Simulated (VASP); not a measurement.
Level of theory: LDA (Ceperley-Alder, Perdew-Zunger), VASP's LDA PAW potentials (set 64) (plane waves; VASP). For the first row: Numerical set-up: 520 eV cut-off, 10×10×10 Γ-centred mesh, first-order Methfessel-Paxton smearing of 0.10 eV, potentials In_d Sb.

| system | energy (eV/atom) |
|---|---|
| InSb (zinc blende) | -4.1078 |
| In atom | -0.1256 |
| Sb atom | -1.0835 |

Atoms are spin-polarised in a large box without symmetry, with the spin fixed by Hund's rule, and may not be in the lowest state of each functional; no zero-point energy is added.  Spin-orbit coupling is left out, which shifts such energies by up to tenths of an eV for the heavy elements here.

Task: What is the cohesive energy per atom of InSb?

Result: The references average (1×(-0.1256) + 1×(-1.0835))/2 = -0.6045 eV, so the cohesive energy is -0.6045 − (-4.1078) = 3.503 eV/atom. Measured: 2.810 eV/atom at 0 K (as given by Daniel Mejia-Rodriguez et al., Physical Review B (2018), arXiv:1807.09216; static lattice: zero-point vibration energy added).
